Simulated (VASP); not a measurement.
VASP input:

KPOINTS:
```
Automatic mesh
0
Gamma
3 3 3
0 0 0
```

### INCAR
```
! general
SYSTEM  = Au2S
PREC    = Accurate
ENCUT   = 300
LREAL   = F
LASPH   = T

! electronic loop
EDIFF   = 1E-6
NELM    = 100
ALGO    = Normal
LMAXMIX = 6

! smearing
ISMEAR  = 0
SIGMA   = 0.01

! functional
GGA     = PS

! ions
ISIF    = 2

! output
LWAVE   = F
LCHARG  = F
```

**POSCAR**
```
Au2S
1.0
  5.3103700000   0.0000000000   0.0000000000
  0.0000000000   5.3103700000   0.0000000000
  0.0000000000   0.0000000000   5.3103700000
S Au
2 4
Direct
  0.0000000000   0.0000000000   0.0000000000
  0.5000000000   0.5000000000   0.5000000000
  0.2500000000   0.2500000000   0.7500000000
  0.2500000000   0.7500000000   0.2500000000
  0.7500000000   0.7500000000   0.7500000000
  0.7500000000   0.2500000000   0.2500000000
```

POTCAR, in this order: S Au (PBE.64 set). Program: vasp_std.

Task: Write an equivalent input for Quantum ESPRESSO's pw.x.

Result: One equivalent input (not run):
```
&CONTROL
  calculation = 'scf'
  pseudo_dir = './pseudo'
  outdir = './out'
  tprnfor = .true.
  tstress = .true.
/
&SYSTEM
  ibrav = 0
  nat = 6
  ntyp = 2
  ecutwfc = 76
  occupations = 'smearing'
  smearing = 'gaussian'
  degauss = 0.000735
  input_dft = 'pbesol'
/
&ELECTRONS
  conv_thr = 7.3e-08
  electron_maxstep = 100
/
ATOMIC_SPECIES
  S 32.060 S.upf
  Au 196.967 Au.upf
CELL_PARAMETERS angstrom
     5.3103700    0.0000000    0.0000000
     0.0000000    5.3103700    0.0000000
     0.0000000    0.0000000    5.3103700
ATOMIC_POSITIONS crystal
  S    0.0000000  0.0000000  0.0000000
  S    0.5000000  0.5000000  0.5000000
  Au   0.2500000  0.2500000  0.7500000
  Au   0.2500000  0.7500000  0.2500000
  Au   0.7500000  0.7500000  0.7500000
  Au   0.7500000  0.2500000  0.2500000
K_POINTS automatic
  3 3 3 0 0 0
```
The two are equivalent in intent, not identical: the potentials are each code's own (VASP's PAW set, PseudoDojo norm-conserving files in pw.x), so ENCUT and ecutwfc are chosen apart and not converted; conv_thr bounds pw.x's estimated SCF error, while EDIFF bounds the energy change between steps.

The structure comes from a computed database's Au2S entry (Pn-3m); how it stands against other phases isn't given here. The cell was not relaxed at this level.
